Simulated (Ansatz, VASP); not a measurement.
**CsGeBr3: VASP beside Ansatz**

File INCAR:

```
SYSTEM = CsGeBr3
PREC     = Accurate       ! precision mode
ENCUT    = 520            ! plane-wave cutoff, eV
EDIFF    = 1E-6           ! SCF threshold, eV
ISMEAR   = 0              ! smearing method
SIGMA    = 0.05           ! smearing width, eV
LREAL    = .False.        ! projectors in reciprocal space
LASPH    = .True.         ! aspherical terms in the spheres
NELM     = 100            ! most SCF steps
ALGO     = Normal         ! electronic algorithm
ISIF     = 2              ! what is computed and relaxed
LWAVE    = .False.        ! write WAVECAR
LCHARG   = .True.         ! write CHGCAR
LELF     = .True.         ! ELF
LVHAR    = .True.       
NBANDS   = 30             ! bands
```

KPOINTS

```
regular mesh
0
Gamma
  6 6 6
  0 0 0
```

The input POSCAR:

```
CsGeBr3
1.0
    5.5333271400      0.0000000000      0.0000000000
    0.0000000000      5.5333271400      0.0000000000
    0.0000000000      0.0000000000      5.5333271400
Cs Ge Br
1 1 3
Direct
    0.0000000000      0.0000000000      0.0000000000
    0.5000000000      0.5000000000      0.5000000000
    0.5000000000      0.5000000000      0.0000000000
    0.5000000000      0.0000000000      0.5000000000
    0.0000000000      0.5000000000      0.5000000000
```

Input for Ansatz:

```yaml
crystal:
  lattice:
    - [5.53332714, 0.0, 0.0]
    - [0.0, 5.53332714, 0.0]
    - [0.0, 0.0, 5.53332714]
  atoms:
    - { symbol: Cs, position: [0.0, 0.0, 0.0] }
    - { symbol: Ge, position: [0.5, 0.5, 0.5] }
    - { symbol: Br, position: [0.5, 0.5, 0.0] }
    - { symbol: Br, position: [0.5, 0.0, 0.5] }
    - { symbol: Br, position: [0.0, 0.5, 0.5] }
basis:
  ecutwfc: 420
kpoints:
  mp_grid: { grid: [6, 6, 6] }
hamiltonian:
  xc: lda
scf:
  occupations: { method: gaussian, width: 0.05 }
output:
  forces: true
  stress: true
  eigenvalues: true
```

The cell comes from a database or a generator and needn't be the stable form of this composition.

Alike in both runs: task single point; functional LDA; k mesh 6 × 6 × 6; occupations gaussian, width 0.05 eV; no spin polarisation.

```csv
,VASP,Ansatz
version,VASP 6.6.1,Ansatz 0.2.0
potentials or method,"VASP PAW LDA potentials, release 64 (Cs_sv, Ge_d, Br)","scalar-relativistic, plane waves, PAW"
plane-wave cutoff (eV),520,420
valence electrons in the cell,44,44
```

Ansatz gave:

| Property | Result |
| --- | --- |
| gap on the k mesh at the Fermi level (eV) | 0.54 |
| least direct gap on the mesh (eV) | 0.54 |
| pressure (GPa) | -2.1 |

**Question.** Estimate VASP's values.

**Answer.** gap on the k mesh at the Fermi level (eV): 0.52; least direct gap on the mesh (eV): 0.52; pressure (GPa): -2.1.

Caveats: spin-orbit coupling is left out, which moves the levels of the heavy elements. A k mesh can miss the band edges. Expect the measured gap to be larger: semilocal functionals such as LDA lack the derivative discontinuity.
